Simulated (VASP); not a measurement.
Cd2Ni:

```xyz
3
Lattice="4.5335 0.0000 0.0000 -2.2668 3.9261 0.0000 0.0000 0.0000 3.2055" Properties=species:S:1:pos:R:3 pbc="T T T"
Cd    0.0000    2.6174    1.6028
Cd    2.2668    1.3087    1.6028
Ni    0.0000    0.0000    0.0000
```

The cell was built by a generator and needn't be a form met in nature.

```yaml
Program: VASP 6.6.1
Task: relaxation of cell and atoms
Functional: r2SCAN
Potentials_or_basis: VASP PAW PBE potentials, release 64 (Cd, Ni)
Cutoff: 600 eV
k_mesh: 7 × 7 × 8
Occupations: methfessel-paxton, width 0.1 eV
Spin: collinear spin, ferromagnetic start
Starting_moments: "[0.0, 0.0, 1.0] μB"
```

At the start: pressure -4.6 GPa; volume 19.02 Å³/atom.

Task: Where does the relaxation end?

Result: Over 7 steps the energy falls by 139.2 meV/atom and the volume is 17.14 Å³/atom (-9.9 %); space group P6/mmm (No. 191, to 0.05 Å); moment 0.00 μB per cell.

Step by step:
```csv
step,energy change (eV),largest force (eV/Å),pressure (GPa),volume (Å³)
1,0.0000,0.0000,-4.61,57.06
2,-0.3523,0.0000,-1.00,52.52
3,-0.4058,0.0000,1.74,50.69
4,-0.4067,0.0000,2.36,50.36
5,-0.4067,0.0000,2.12,50.49
6,-0.4139,0.0000,-1.07,52.01
7,-0.4177,0.0000,0.02,51.43
```

Final structure:
```xyz
3
Lattice="4.6004 0.0000 0.0000 -2.3002 3.9841 0.0000 0.0000 0.0000 2.8061" Properties=species:S:1:pos:R:3 pbc="T T T"
Cd    0.0000    2.6560    1.4030
Cd    2.3002    1.3280    1.4030
Ni    0.0000    0.0000    0.0000
```

Caveat: the PAW data sets were made with another functional, which shifts forces and pressure a little.
